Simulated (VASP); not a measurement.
Calculation: vdW-DF-cx, VASP's PBE PAW potentials (set 64) (plane waves; VASP).

Input for VASP

**POSCAR**
```
GaAs
5.6794780
  0.0000000000   0.5000000424   0.5000000424
  0.5000000424   0.0000000000   0.5000000424
  0.5000000424   0.5000000424   0.0000000000
Ga As
1 1
Direct
  0.0000000000   0.0000000000   0.0000000000
  0.2500000000   0.2500000000   0.2500000000
```

KPOINTS:
```
Automatic
0
Gamma
 9 9 9
```

**INCAR**
```
SYSTEM = GaAs
PREC = Accurate; ENCUT = 520; LREAL = .False.
LASPH = .True.
EDIFF = 1E-7; NELM = 100; ALGO = Normal
LMAXMIX = 4
ISMEAR = -5
GGA = CX; LUSE_VDW = .True.; AGGAC = 0.0
ISIF = 2
LWAVE = .False.; LCHARG = .True.; LORBIT = 11
NEDOS = 601
```

POTCAR, in this order: Ga_d As (PBE.64 set). Program: vasp_std.

Problem. What will the output report for the number of irreducible k-points (NKPTS), largest plane-wave count, number of space-group operations, FFT grid (NGX, NGY, NGZ)?

Solution. 
| Property | Result |
|---|---|
| number of irreducible k-points (NKPTS) | 35 |
| largest plane-wave count | 1258 |
| number of space-group operations | 24 |
| FFT grid (NGX, NGY, NGZ) | 30 × 30 × 30 |

The compound is GaAs in the zinc blende structure. It was relaxed first.
